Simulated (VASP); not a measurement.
Computed with PBEsol GGA, VASP's PBE PAW potentials (set 64) (plane waves; VASP).

VASP input:

**POSCAR**
```
CeO2
1.0
  0.0000000000   2.7337250000   2.7337250000
  2.7337250000   0.0000000000   2.7337250000
  2.7337250000   2.7337250000   0.0000000000
Ce O
1 2
Direct
  0.0000000000   0.0000000000   0.0000000000
  0.2500000000   0.2500000000   0.2500000000
  0.7500000000   0.7500000000   0.7500000000
```

KPOINTS:
```
Regular mesh
0
gamma
 10 10 10
0 0 0
```

**INCAR**
```
# general
SYSTEM =CeO2
PREC   =Accurate
ENCUT  =400   # plane-wave cut-off (eV)
LREAL  =.FALSE.
LASPH  =.TRUE.   # aspherical one-centre terms

# electronic loop
EDIFF  =1E-6
NELM   =100
ALGO   =Normal   # blocked Davidson
LMAXMIX=6

# smearing
ISMEAR =0   # Gaussian
SIGMA  =0.05   # width (eV)

# functional
GGA    =PS

# ions
ISIF   =2

# output
LWAVE  =.FALSE.
LCHARG =.FALSE.
```

POTCAR, in this order: Ce O (PBE.64 set). Program: vasp_std.

Output

OUTCAR:
```
 ion  position               nearest neighbor table
   1  0.000  0.000  0.000-   2 2.37   3 2.37   3 2.37   3 2.37   3 2.37   2 2.37   2 2.37   2 2.37
  LATTYP: Found a face centered cubic cell.
 ALAT       =     5.4674500000
 Subroutine PRICEL returns:
 Original cell was already a primitive cell.
 Subroutine GETGRP returns: Found 48 space group operations
The static configuration has the point symmetry O_h .
The dynamic configuration has the point symmetry O_h .
 Subroutine INISYM returns: Found 48 space group operations
 Subroutine IBZKPT returns following result:
 Found     47 irreducible k-points:

 Following reciprocal coordinates:
            Coordinates               Weight
  0.000000  0.000000  0.000000      1.000000
  0.100000  0.000000  0.000000      8.000000
  0.200000  0.000000  0.000000      8.000000
  0.300000  0.000000  0.000000      8.000000
  0.400000  0.000000  0.000000      8.000000
  0.500000  0.000000  0.000000      4.000000
  0.100000  0.100000  0.000000      6.000000
  0.200000  0.100000  0.000000     24.000000
  0.300000  0.100000  0.000000     24.000000
  0.400000  0.100000  0.000000     24.000000
  0.500000  0.100000  0.000000     24.000000
 -0.400000  0.100000  0.000000     24.000000
 -0.300000  0.100000  0.000000     24.000000
 -0.200000  0.100000  0.000000     24.000000
 -0.100000  0.100000  0.000000     12.000000
  0.200000  0.200000  0.000000      6.000000
  0.300000  0.200000  0.000000     24.000000
  0.400000  0.200000  0.000000     24.000000
  0.500000  0.200000  0.000000     24.000000
 -0.400000  0.200000  0.000000     24.000000
 -0.300000  0.200000  0.000000     24.000000
 -0.200000  0.200000  0.000000     12.000000
  0.300000  0.300000  0.000000      6.000000
  0.400000  0.300000  0.000000     24.000000
  0.500000  0.300000  0.000000     24.000000
...
```

OSZICAR:
```
       N       E                     dE             d eps       ncg     rms          rms(c)
DAV:   1     0.208615956487E+03    0.20862E+03   -0.98263E+03  1536   0.162E+03
DAV:   2    -0.187956723918E+01   -0.21050E+03   -0.20205E+03  2344   0.291E+02
DAV:   3    -0.312858164579E+02   -0.29406E+02   -0.25361E+02  1848   0.135E+02
DAV:   4    -0.325729094575E+02   -0.12871E+01   -0.12869E+01  2624   0.290E+01
DAV:   5    -0.326292317522E+02   -0.56322E-01   -0.56319E-01  2312   0.532E+00    0.291E+01
DAV:   6    -0.307574084614E+02    0.18718E+01   -0.86428E+01  2280   0.560E+01    0.256E+01
DAV:   7    -0.294835182204E+02    0.12739E+01   -0.17302E+02  2272   0.123E+02    0.202E+01
DAV:   8    -0.287265881034E+02    0.75693E+00   -0.34452E+00  1816   0.200E+01    0.128E+01
DAV:   9    -0.275977682652E+02    0.11288E+01   -0.59212E+00  2280   0.200E+01    0.156E+00
DAV:  10    -0.275831714765E+02    0.14597E-01   -0.20556E-01  2640   0.368E+00    0.112E+00
DAV:  11    -0.275689099694E+02    0.14262E-01   -0.34343E-02  2240   0.173E+00    0.108E+00
DAV:  12    -0.275546700220E+02    0.14240E-01   -0.68993E-02  1888   0.181E+00    0.787E-01
DAV:  13    -0.275550969492E+02   -0.42693E-03   -0.13032E-01  2544   0.344E+00    0.907E-01
DAV:  14    -0.275512391895E+02    0.38578E-02   -0.28013E-02  2008   0.160E+00    0.178E-01
DAV:  15    -0.275514183710E+02   -0.17918E-03   -0.72850E-04  2080   0.250E-01    0.172E-01
DAV:  16    -0.275512831373E+02    0.13523E-03   -0.63657E-04  2072   0.240E-01    0.922E-02
DAV:  17    -0.275512584712E+02    0.24666E-04   -0.19542E-04  2528   0.104E-01    0.250E-02
DAV:  18    -0.275512555410E+02    0.29302E-05   -0.22294E-05  2192   0.443E-02    0.696E-03
DAV:  19    -0.275512550217E+02    0.51929E-06   -0.68074E-07  1184   0.740E-03
   1 F= -.27551255E+02 E0= -.27551255E+02  d E =-.230442E-16
```

File OUTCAR:
```
------------------------ aborting loop because EDIFF is reached ----------------------------------------
  FORCE on cell =-STRESS in cart. coord.  units (eV):
  Direction    XX          YY          ZZ          XY          YZ          ZX
  --------------------------------------------------------------------------------------
  Total       -3.0180517     -3.0180517     -3.0180517     -0.0000000      0.0000000     -0.0000000
  in kB     -118.3430565   -118.3430565   -118.3430565     -0.0000000      0.0000000     -0.0000000
  external PRESSURE =    -118.3430565 kB  Pullay stress =       0.0000000 kB
  volume of cell :       40.86
      direct lattice vectors                 reciprocal lattice vectors
     0.000000000  2.733725000  2.733725000    -0.182900621  0.182900621  0.182900621
     2.733725000  0.000000000  2.733725000     0.182900621 -0.182900621  0.182900621
     2.733725000  2.733725000  0.000000000     0.182900621  0.182900621 -0.182900621
 POSITION                                       TOTAL-FORCE (eV/Angst)
 -----------------------------------------------------------------------------------
      0.00000      0.00000      0.00000        -0.000000     -0.000000     -0.000000
      1.36686      1.36686      1.36686         0.000000      0.000000      0.000000
      4.10059      4.10059      4.10059        -0.000000     -0.000000      0.000000
 -----------------------------------------------------------------------------------
    total drift:                                0.000000      0.000000      0.000000
  FREE ENERGIE OF THE ION-ELECTRON SYSTEM (eV)
  ---------------------------------------------------
  free  energy   TOTEN  =       -27.5512550217 eV

  energy  without entropy=      -27.5512550217  energy(sigma->0) =      -27.55125502
```
(Selected blocks of OUTCAR.)

### OUTCAR
```
 val. band max:        4.8550559884   @ k =  -0.3000   0.3000   0.0000

 cond. band min:       6.7425445764   @ k =   0.5000   0.0000   0.0000


 Fermi energy:         5.1304278460

 k-point     1 :       0.0000    0.0000    0.0000
  band No.  band energies     occupation
      1     -27.5775      2.00000
      2     -11.3083      2.00000
      3     -10.3317      2.00000
      4      -9.7628      2.00000
      5      -9.7628      2.00000
      6      -9.7628      2.00000
      7       1.1244      2.00000
      8       1.1244      2.00000
      9       1.1244      2.00000
     10       4.2991      2.00000
     11       4.2991      2.00000
     12       4.2991      2.00000
     13       7.0411      0.00000
     14       7.0412      0.00000
     15       7.0412      0.00000
     16       7.2906      0.00000

 k-point     2 :       0.1000    0.0000    0.0000
  band No.  band energies     occupation
      1     -27.5612      2.00000
      2     -11.6809      2.00000
      3     -10.4088      2.00000
      4      -9.7850      2.00000
      5      -9.7850      2.00000
      6      -9.3741      2.00000
      7       1.2158      2.00000
      8       1.2158      2.00000
      9       1.3711      2.00000
     10       4.1987      2.00000
     11       4.2574      2.00000
     12       4.2574      2.00000
     13       7.0326      0.00000
     14       7.0326      0.00000
     15       7.0420      0.00000
     16       7.3031      0.00000

 k-point     3 :       0.2000    0.0000    0.0000
  band No.  band energies     occupation
      1     -27.5157      2.00000
      2     -12.3095      2.00000
      3     -10.6259      2.00000
      4      -9.8420      2.00000
      5      -9.8420      2.00000
      6      -8.6639      2.00000
      7       1.4512      2.00000
      8       1.4512      2.00000
      9       2.0077      2.00000
     10       3.9877      2.00000
     11       4.1699      2.00000
     12       4.1699      2.00000
     13       7.0031      0.00000
...
```

At this cut-off the stress carries a Pulay error, which pulls relaxed volumes low.

The structure comes from a computed database's CeO2 entry; how it stands against other phases isn't given here. The cell was not relaxed at this level. The run is not spin-polarised, so no magnetic state was tried.
